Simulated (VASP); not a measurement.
Calculation: PBE GGA, VASP's PBE PAW potentials (set 64) (plane waves; VASP 6.6.1).

VASP ran on this input.

File KPOINTS:
```
K-points
0
gamma
  5 5 5
```

### POSCAR
```
ZnCr3C
1
    3.9941610000     0.0000000000     0.0000000000
    0.0000000000     3.9941610000     0.0000000000
    0.0000000000     0.0000000000     3.9941610000
Zn C Cr
1 1 3
Direct
  0.0000000000   0.0000000000   0.0000000000
  0.5000000000   0.5000000000   0.5000000000
  0.0000000000   0.5000000000   0.5000000000
  0.5000000000   0.5000000000   0.0000000000
  0.5000000000   0.0000000000   0.5000000000
```

### INCAR
```
SYSTEM  =  ZnCr3C
PREC  =  Accurate; ENCUT  =  520; LREAL  =  F
LASPH  =  T
EDIFF  =  1E-6; NELM  =  100; ALGO  =  Normal
LMAXMIX  =  4
ISMEAR  =  0; SIGMA  =  0.05
GGA  =  PE
MAGMOM  =  0.0 0.0 0.6 0.6 0.6
ISPIN  =  2
ISIF  =  2
LWAVE  =  F; LCHARG  =  F; LORBIT  =  10
```

POTCAR, in this order: Zn C Cr_pv (PBE.64 set). Program: vasp_std.

Output

File OSZICAR:
```
       N       E                     dE             d eps       ncg     rms          rms(c)
DAV:   1     0.568503335137E+03    0.56850E+03   -0.29014E+04  1280   0.209E+03
DAV:   2     0.523258783091E+00   -0.56798E+03   -0.55692E+03  1280   0.567E+02
DAV:   3    -0.465643699776E+02   -0.47088E+02   -0.46235E+02  1648   0.167E+02
DAV:   4    -0.481977164712E+02   -0.16333E+01   -0.16053E+01  1488   0.291E+01
DAV:   5    -0.482461702125E+02   -0.48454E-01   -0.48434E-01  1672   0.471E+00    0.280E+01
DAV:   6    -0.402099042092E+02    0.80363E+01   -0.13422E+02  1728   0.799E+01    0.127E+01
DAV:   7    -0.378189295414E+02    0.23910E+01   -0.25460E+01  1616   0.433E+01    0.502E+00
DAV:   8    -0.377696906465E+02    0.49239E-01   -0.15600E+00  1568   0.111E+01    0.225E+00
DAV:   9    -0.377272909379E+02    0.42400E-01   -0.28238E-01  1648   0.368E+00    0.787E-01
DAV:  10    -0.377231595255E+02    0.41314E-02   -0.27693E-02  1600   0.134E+00    0.372E-01
DAV:  11    -0.377236628865E+02   -0.50336E-03   -0.46761E-03  1776   0.443E-01    0.255E-01
DAV:  12    -0.377245838147E+02   -0.92093E-03   -0.11011E-03  1800   0.180E-01    0.255E-01
DAV:  13    -0.377248641022E+02   -0.28029E-03   -0.98291E-05  1624   0.549E-02    0.263E-01
DAV:  14    -0.377234065492E+02    0.14576E-02   -0.32054E-03  1632   0.283E-01    0.235E-01
DAV:  15    -0.377203227298E+02    0.30838E-02   -0.20718E-02  1624   0.681E-01    0.353E-01
DAV:  16    -0.377214228975E+02   -0.11002E-02   -0.14137E-03  1552   0.315E-01    0.244E-01
DAV:  17    -0.377217223054E+02   -0.29941E-03   -0.28728E-03  1728   0.315E-01    0.702E-02
DAV:  18    -0.377217023514E+02    0.19954E-04   -0.26194E-04  1528   0.104E-01    0.530E-02
DAV:  19    -0.377216783792E+02    0.23972E-04   -0.11512E-04  1688   0.541E-02    0.650E-02
DAV:  20    -0.377217010023E+02   -0.22623E-04   -0.11233E-04  1704   0.649E-02    0.287E-02
DAV:  21    -0.377217048773E+02   -0.38749E-05   -0.12728E-04  1848   0.673E-02    0.144E-02
DAV:  22    -0.377217075820E+02   -0.27047E-05   -0.11076E-05  1384   0.243E-02    0.116E-02
DAV:  23    -0.377217085837E+02   -0.10018E-05   -0.95863E-06  1328   0.196E-02    0.182E-03
DAV:  24    -0.377217087000E+02   -0.11622E-06   -0.41682E-07   688   0.608E-03
   1 F= -.37721709E+02 E0= -.37715968E+02  d E =-.114811E-01  mag=     1.0046
```

OUTCAR:
```
------------------------ aborting loop because EDIFF is reached ----------------------------------------
  FORCE on cell =-STRESS in cart. coord.  units (eV):
  Direction    XX          YY          ZZ          XY          YZ          ZX
  --------------------------------------------------------------------------------------
  Total       -7.4784977     -7.4784977     -7.4784977      0.0000000      0.0000000      0.0000000
  in kB     -188.0391368   -188.0391368   -188.0391368      0.0000000      0.0000000      0.0000000
  external PRESSURE =    -188.0391368 kB  Pullay stress =       0.0000000 kB
  volume of cell :       63.72
      direct lattice vectors                 reciprocal lattice vectors
     3.994161000  0.000000000  0.000000000     0.250365471  0.000000000  0.000000000
     0.000000000  3.994161000  0.000000000     0.000000000  0.250365471  0.000000000
     0.000000000  0.000000000  3.994161000     0.000000000  0.000000000  0.250365471
 POSITION                                       TOTAL-FORCE (eV/Angst)
 -----------------------------------------------------------------------------------
      0.00000      0.00000      0.00000         0.000000      0.000000      0.000000
      1.99708      1.99708      1.99708         0.000000      0.000000      0.000000
      0.00000      1.99708      1.99708         0.000000      0.000000      0.000000
      1.99708      1.99708      0.00000         0.000000      0.000000      0.000000
      1.99708      0.00000      1.99708         0.000000      0.000000      0.000000
 -----------------------------------------------------------------------------------
    total drift:                                0.000000      0.000000     -0.000000
  FREE ENERGIE OF THE ION-ELECTRON SYSTEM (eV)
  ---------------------------------------------------
  free  energy   TOTEN  =       -37.7217087000 eV

  energy  without entropy=      -37.7102276220  energy(sigma->0) =      -37.71596816

 total charge

# of ion       s       p       d       tot
------------------------------------------
    1        0.582   0.479   9.712  10.773
    2        0.895   1.554   0.000   2.449
    3        0.311   6.322   4.141  10.774
    4        0.311   6.322   4.141  10.774
    5        0.311   6.322   4.141  10.774
--------------------------------------------------
tot          2.409  20.999  22.136  45.544

 magnetization (x)

# of ion       s       p       d       tot
------------------------------------------
    1       -0.007  -0.007   0.008  -0.006
    2       -0.002  -0.011   0.000  -0.013
    3        0.002   0.003   0.324   0.329
    4        0.002   0.003   0.324   0.329
    5        0.002   0.003   0.324   0.329
--------------------------------------------------
tot         -0.005  -0.008   0.980   0.967
```
(Selected blocks of OUTCAR.)

The moments were started parallel, and other spin orders were not tried in this run.

The structure was generated: ZnCr3C was put into the cubic-perovskite type (Pm-3m), which need not be its known phase. The cell was not relaxed at this level. The k-mesh is coarse (spacing up to 0.31 per Å, 2π included), so the numbers may not be converged in it. The run is one of a series of settings (MAGMOM = 0.0 0.0 0.6 0.6 0.6 against the base run), some of them coarse on purpose.
